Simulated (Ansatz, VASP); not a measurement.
One calculation of ZrH2Br, two programs

```
Zr H Br
1.0
     3.51747    0.00000    0.00000
    -1.75873    3.04621    0.00000
     0.00000    0.00000    9.86300
Zr H Br
2 4 2
Direct
  0.66667 0.33333 0.72236
  0.33333 0.66667 0.22236
  0.66667 0.33333 0.28483
  0.00000 0.00000 0.72622
  0.00000 0.00000 0.22622
  0.33333 0.66667 0.78483
  0.66667 0.33333 0.00765
  0.33333 0.66667 0.50765
```

Change from the starting cell: species swapped into the LiTiO2 type (P6_3mc, No. 186).

Alike in both runs: functional PBE; k mesh 6 × 6 × 2; occupations gaussian, width 0.1 eV; no spin polarisation.

Ansatz relaxed the structure, and its values are those at the end. VASP's run is a single point on that final structure, the one shown.

|  | VASP | Ansatz |
| --- | --- | --- |
| version | VASP 6.6.1 | Ansatz 0.2.0 |
| potentials or method | VASP PAW PBE potentials, release 64 (Zr_sv, H, Br) | scalar-relativistic, plane waves, PAW |
| plane-wave cutoff (eV) | 520 | 420 |
| valence electrons in the cell | 42 | 42 |

Ansatz gave:

```
gap on the k mesh at the Fermi level (eV) : none
pressure (GPa)                            : 0.0
rms of the force components (eV/Å)        : 0.006
```

**Question.** Estimate VASP's values.

**Answer.** gap on the k mesh at the Fermi level (eV): none; pressure (GPa): 0.0; rms of the force components (eV/Å): 0.007.

A gap of «none» marks a metal or a gap that the smearing closes.
